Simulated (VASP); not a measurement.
The input files of a VASP run:

KPOINTS:
```
Automatic mesh
0
gamma
 6 6 4
```

**INCAR**
```
SYSTEM = Se
PREC = Accurate
ENCUT = 480
EDIFF = 1E-7
NELM = 100
ALGO = Normal
LREAL = .FALSE.
LASPH = .TRUE.
ISMEAR = 0
SIGMA = 0.05
GGA = PS
LMAXMIX = 4
LWAVE = .FALSE.
LCHARG = .FALSE.
ISIF = 2
```

File POSCAR:
```
Se
1
    2.0216429664    -3.5015883213    -0.0000000000
    2.0216429664     3.5015883213     0.0000000000
    0.0000000000     0.0000000000     5.1265898408
Se
3
Direct
  0.0000000000   0.2483172003   0.6666670000
  0.7516827997   0.7516827997   0.0000000000
  0.2483172003   0.0000000000   0.3333330000
```

POTCAR, in this order: Se (PBE.64 set). Program: vasp_std.

Q: Write an equivalent input for Quantum ESPRESSO's pw.x.

A: One equivalent input (not run):
```
&CONTROL
  calculation = 'scf'
  pseudo_dir = './pseudo'
  outdir = './out'
  tprnfor = .true.
  tstress = .true.
/
&SYSTEM
  ibrav = 0
  nat = 3
  ntyp = 1
  ecutwfc = 86
  occupations = 'smearing'
  smearing = 'gaussian'
  degauss = 0.003675
  input_dft = 'pbesol'
/
&ELECTRONS
  conv_thr = 7.3e-09
  electron_maxstep = 100
/
ATOMIC_SPECIES
  Se 78.971 Se.upf
CELL_PARAMETERS angstrom
     2.0216430   -3.5015883   -0.0000000
     2.0216430    3.5015883    0.0000000
     0.0000000    0.0000000    5.1265898
ATOMIC_POSITIONS crystal
  Se   0.0000000  0.2483172  0.6666670
  Se   0.7516828  0.7516828  0.0000000
  Se   0.2483172  0.0000000  0.3333330
K_POINTS automatic
  6 6 4 0 0 0
```
Limits of the translation: the potentials are each code's own (VASP's PAW set, PseudoDojo norm-conserving files in pw.x), so ENCUT and ecutwfc are chosen apart and not converted; conv_thr bounds pw.x's estimated SCF error, while EDIFF bounds the energy change between steps.

The compound is Se in the trig structure. It was relaxed first, which changed the volume by -11 %.
